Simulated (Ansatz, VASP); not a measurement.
# C214N in two plane-wave programs

One calculation is typed for both programs; each brings its own data sets. How far apart do they land? The cell is taken from a series of runs on this material, whose earlier steps may have relaxed, scaled, displaced or heated it; both programs get it as it stands.

Program: Ansatz 0.2.0. Level of theory: plane waves, with VASP 6.6.1 beside it; single point at PBE. Results are calculated unless marked as measured.

### Step 1. The structure

The cell holds 215 atoms: 214 C and 1 N. Cell: a = 10.715 Å, b = 10.715 Å, c = 10.715 Å, α = 90.0°, β = 90.0°, γ = 90.0°. It derives from C (C (Fd-3m)). Nearest the centre at fractional (0.375, 0.375, 0.375): N215 at 0.92 Å, C31 at 1.93 Å, C16 at 1.93 Å, C78 at 1.94 Å, C105 at 2.04 Å, C107 at 2.05 Å, C106 at 2.05 Å, C36 at 2.61 Å. The cell carries charge −1.

### Step 2. Ansatz: single point, PBE

Ansatz runs on its default PAW (the set named soft_2) files.

With cell and atoms fixed, the geometry can't cause a difference; cores, projectors, grids and the points listed under the comparison can.

File input.yaml:

```yaml
crystal:
  checkpoint: "../qm1_M2.relax_smeared.run"
  host: checkpoint
total_charge: -1
basis:
  ecutwfc: 420
  xc_grid: 2
hamiltonian:
  xc: pbe
kpoints:
  mp_grid: { grid: [1, 1, 1] }
magnetization:
  spin_polarized: true
  initial_magnetization: 2
  spin_locking: { lock_magnetization: hard }
scf:
  occupations: { method: fermi_dirac, width: 0.01 }
  max_iter: 60
output:
  forces: true
  eigenvalues: true
  charged_corrections:
    epsilon: 5.85
    static_epsilon: 5.85
    defect_position: [0.375, 0.375, 0.375]
  eigenstates: { localisation: true }
  populations: true
  efg: {}
  band_densities: [{ bands: [v1, v1] }, { bands: [c1, c1] }]
  write_density: true
  write_potential: true
  volumetric_format: npy
checkpoint:
  read: "../qm1_M2.relax_smeared.run"
  write: "../qm1_M2.point.run"
  compress: false
  write_wavefunctions: false
  write_every: 100000
```

On the command line:

```console
$ ansatz run input.yaml --threads 12 --pin off --max-ram 56524MiB --backend cuda --events-out ev --progress --plain --runs-dir out
```

What it wrote:

```text
Warning: the atoms were moved onto the symmetric positions of the space group found under crystal.symmetry.tolerance 1.0e-5 (fractional; no operation is sought that the atoms, as they stand in a round [...]
Warning: checkpoint.read: the run can stay near the saved state's solution: 56 site(s) moved relative to the saved geometry (max |Δs| = 7.611e-6 fractional); the SCF starts from the saved state under  [...]
[...]
SCF 1 converged in 3 iterations: F = -54034.303026 eV  dr2 = 9.59e-10
[...]
SCF converged after 3 iterations
[...]
spilling = 0.003602 (of n_electrons = 862.000000)
--- Band densities, each state counted as filled ---
[...]
```

### Step 3. VASP: single point, PBE

The same cell, functional, mesh and smearing now go to VASP, with its own data sets.

Lines of VASP's logs that name or quote its potential files are left out, and so is its time.

File INCAR:

```
SYSTEM = C214N
PREC = Accurate
ENCUT = 520
EDIFF = 1E-06
NELM = 200
ISMEAR = -1
SIGMA = 0.01
LREAL = Auto
ALGO = Normal
GGA = PE
NELECT = 862
NBANDS = 581
ISPIN = 2
MAGMOM = 0 0 0 0 0 -0 -0 -0 0 0 0 0 0 -0 -0 0 0 0 0 0 0 -0 -0 -0 0 0 0 0 0 -0 0 -0 0 0 0 0 -0 -0 -0 -0 0 0 0 0.02 0 -0 -0 -0 0 0 0 0 0 -0 -0 -0 0 0 0.02 0 0 -0 -0 -0 0 0 0 0 -0 0 -0 -0 0 0 0 0 0 0 -0 -0 0 0 0 0 -0 -0 -0 -0 0 0 0 0.02 0 -0 -0 -0 0 0 0 0 -0 -0 -0 -0 0.25 0.25 0.25 -0.01 -0.01 -0.01 0.01 0 0 0.01 -0 -0 -0 -0 0 0 0.02 0 0 -0 -0 -0 0.01 0 0.01 0 -0 -0 -0 -0 0.02 0 0 0 0 0 -0 -0 0 0 0 0 0 -0 -0 -0 0 0.02 0 0 0 -0 -0 -0 0 0 0 0 -0 -0 0 -0 0 0.02 0 0 0 -0 -0 -0 0.01 0.01 0 0 -0 -0 -0 -0 0.02 0 0 0 0 -0 0 -0 0 0 0 0 -0 -0 -0 0 0.02 0 0 0 0 -0 -0 0 0 0 0 0 -0 -0 -0 -0 -0
LORBIT = 11
LWAVE = .FALSE.
LCHARG = .FALSE.
ISIF = 2
NUPDOWN = 2
LASPH = .TRUE.
GGA_COMPAT = .FALSE.
```

File POSCAR:

```
C214N
1.0
   10.7146870143      0.0000000000      0.0000000000
    0.0000000000     10.7146870143      0.0000000000
    0.0000000000      0.0000000000     10.7146870143
C N
214 1
Direct
    0.0000620388      0.9997831723      0.9998721109
    0.9996793699      0.1663021427      0.1663907736
[... 3 atom lines left out ...]
    0.0827462290      0.2494011136      0.2494899110
    0.2496797597      0.0824648509      0.2494885000
    0.2496795654      0.2493998850      0.0825550618
[... 3 atom lines left out ...]
    0.1655459637      0.1652628835      0.3328320594
[... 1 atom line left out ...]
    0.0845555080      0.2501889235      0.5823483124
    0.2504669839      0.0842739409      0.5823487888
    0.2503028621      0.2500291104      0.4125423657
[... 10 atom lines left out ...]
    0.1655471200      0.3327439842      0.1653548430
[... 2 atom lines left out ...]
    0.0845560109      0.5822588328      0.2502780917
    0.2503082093      0.4124512131      0.2501222130
    0.2504678539      0.5822591316      0.0843651185
[... 2 atom lines left out ...]
    0.1685528790      0.3340391372      0.4983659218
    0.1685530740      0.4982772754      0.3341277081
    0.0840419371      0.4164707508      0.4165587839
[... 1 atom line left out ...]
    0.2520883539      0.4176333222      0.5819943994
    0.2520868973      0.5819069153      0.4177226271
[... 33 atom lines left out ...]
    0.3330224416      0.1652607076      0.1653507478
[... 3 atom lines left out ...]
    0.4127320066      0.2500192828      0.2501073516
    0.5825380209      0.0842746332      0.2502782577
    0.5825378560      0.2501893834      0.0843632147
[... 1 atom line left out ...]
    0.3343137264      0.1682703267      0.4983653686
[... 1 atom line left out ...]
    0.4985521164      0.1682721722      0.3341267025
    0.4167454071      0.0837634322      0.4165576117
    0.4179084798      0.2518110420      0.5819921043
[... 1 atom line left out ...]
    0.5821773070      0.2518131333      0.4177200671
[... 9 atom lines left out ...]
    0.3343165232      0.4982769734      0.1683626812
    0.4985524579      0.3340374026      0.1683610951
[... 1 atom line left out ...]
    0.4167461234      0.4164698864      0.0838530088
    0.4179093254      0.5819026298      0.2519014493
    0.5821809784      0.4176333729      0.2518978972
[... 1 atom line left out ...]
    0.3298833175      0.5060321339      0.5061205930
    0.5063072054      0.3296080837      0.5061207000
    0.5063071694      0.5060280448      0.3296987404
    0.4164032084      0.5831045169      0.5831929459
    0.5833818071      0.4161244788      0.5831929483
    0.5833843499      0.5831048992      0.4162119747
    0.3340588039      0.3337815164      0.6658936687
[... 2 atom lines left out ...]
    0.5002589296      0.4999806684      0.6664345350
    0.4170528937      0.4167748032      0.7496455033
[... 11 atom lines left out ...]
    0.3340595618      0.6658041813      0.3338706429
[... 1 atom line left out ...]
    0.5002599331      0.6663461679      0.5000689102
[... 1 atom line left out ...]
    0.4170534480      0.7495564107      0.4168632701
[... 43 atom lines left out ...]
    0.6660800158      0.3337812724      0.3338693363
    0.6666244796      0.4999812181      0.5000694048
[... 38 atom lines left out ...]
    0.3256019819      0.3253150262      0.3254064128
```

File KPOINTS:

```
Automatic mesh
0
Gamma
1 1 1
0 0 0
```

Potentials, in the order of the species: C and N (PBE family, release 64).

On the command line:

```console
$ export OMP_NUM_THREADS=3
$ mpirun -np 1 vasp_gam
```

What it wrote:

```text
[banner, memory and clock lines left out]
running    1 mpi-ranks, on    1 nodes
[...]
Offloading initialized ...    1 GPUs detected
[...]
LDA part: xc-table for (Slater+PW92), standard interpolation
 POSCAR, INCAR and KPOINTS ok, starting setup
[...]
entering main loop
       N       E                     dE             d eps       ncg     rms          rms(c)
DAV:   1     0.618258127026E+04    0.61826E+04   -0.52518E+05  2324   0.155E+03
DAV:   2    -0.140727733934E+04   -0.75899E+04   -0.71103E+04  3062   0.353E+02
DAV:   3    -0.198979578208E+04   -0.58252E+03   -0.57579E+03  2920   0.930E+01
DAV:   4    -0.200387710935E+04   -0.14081E+02   -0.14009E+02  2896   0.157E+01
DAV:   5    -0.200427396096E+04   -0.39685E+00   -0.39601E+00  2920   0.241E+00BRMIX: very serious problems
 the old and the new charge density differ
 old charge density:   861.00000 new  862.00000
    0.577E+01
DAV:   6    -0.195231876165E+04    0.51955E+02   -0.38571E+01  2760   0.776E+00    0.343E+01
DAV:   7    -0.193508427361E+04    0.17234E+02   -0.46320E+01  2696   0.854E+00    0.808E+00
DAV:   8    -0.193539574361E+04   -0.31147E+00   -0.20460E+00  2912   0.185E+00    0.432E+00
DAV:   9    -0.193538427925E+04    0.11464E-01   -0.24278E-01  2848   0.827E-01    0.948E-01
[...]
DAV:  14    -0.193538381877E+04   -0.93521E-04   -0.78526E-05  2872   0.155E-02    0.161E-02
DAV:  15    -0.193538382770E+04   -0.89269E-05   -0.15177E-05  2816   0.607E-03    0.711E-03
DAV:  16    -0.193538382766E+04    0.39656E-07   -0.21029E-06  2032   0.240E-03
   1 F= -.19353838E+04 E0= -.19353838E+04  d E =-.896537E-12  mag=     2.0000
```

Parts of OUTCAR (step 3):

```text
 magnetization (x)
# of ion       s       p       d       tot
------------------------------------------
    1        0.000   0.000   0.000   0.000
    2        0.000  -0.000   0.000   0.000
    3        0.000  -0.000   0.000   0.000
    4        0.000  -0.000   0.000   0.000
    5       -0.000   0.000   0.000   0.000
    6       -0.000  -0.000   0.000  -0.000
[...]
213       -0.000  -0.000   0.000  -0.000
  214       -0.000  -0.000   0.000  -0.000
  215       -0.001   0.001   0.000  -0.001
--------------------------------------------------
tot          0.162   1.090   0.000   1.252
```

The run ends at a pressure of 2.71 GPa, with forces up to 0.029 eV/Å.

### Step 4. Side by side

Known differences besides the potentials themselves: VASP starts from the moments at which Ansatz ended; the cutoff is 420 eV in Ansatz and 520 eV in VASP (PREC = Accurate, projectors in real space); site moments are counted in spheres of each program's own size. Total energies have different zeros and are not compared.

Compared:

| quantity | Ansatz | VASP | difference |
| --- | --- | --- | --- |
| total moment, fixed by the input (μB) | 2.00 | 2.00 | 0.00 |
| moment on C105 (μB) | 0.25 | 0.33 | -0.08 |
| moment on C106 (μB) | 0.25 | 0.33 | -0.08 |
| moment on C107 (μB) | 0.25 | 0.33 | -0.08 |

At this near-relaxed geometry the largest component of a force difference is 28 meV/Å. The cell carries a charge of -1 e against a uniform background, so its pressure also hangs on how the neutralising background is counted, and in a defect's cell a gap may be the spacing between its levels.

### Step 5. What came out

```yaml
difference_in_moment_on_c105_single_point_pbe: -0.080 μB
```

What this shows: The difference in moment on C105 is -0.080 μB (single point, PBE). Such differences can come from data sets, numerical settings and the points named under the comparisons, not from the functional's error against experiment.

[Lines on the potential files, build, host, timing and source positions are cut from VASP's logs without a mark.]

[Logs are printed without paths, hosts, clocks, repeated set-up lines and the standing remarks that a program may print on its own settings, such as how far it seeks lower states.]

[Hosts, paths, dates, database ids (printed as entryN), source tags and the programs' standing remarks are cut or masked in the printed files.]
